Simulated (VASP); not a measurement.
Here is the system:

```xyz
3
Lattice="1.8150 -3.1437 0.0000 1.8150 3.1437 0.0000 0.0000 0.0000 5.8500" Properties=species:S:1:pos:R:3 pbc="T T T"
Hf     0.0000     0.0000     0.0000
S      1.8150     1.0479     1.4625
S      1.8150    -1.0479     4.3875
```

Computed with PBE GGA, VASP's PBE PAW potentials (set 64) (plane waves; VASP 6.6.1). Run with 520 eV cut-off, 8×8×4 Γ-centred mesh, Gaussian smearing of 0.050 eV, potentials Hf_sv S.

Problem. Predict the energy per atom (σ→0).

Solution. 
```
Item                           Result
---------------------  --------------
energy per atom (σ→0)  -8.564 eV/atom
```

The compound is HfS2 in the 1T layered structure. The cell was not relaxed at this level. The run is one of a series of settings (ENCUT = 520, POTCAR Hf_sv S (PBE.64 set) against the base run), some of them coarse on purpose.
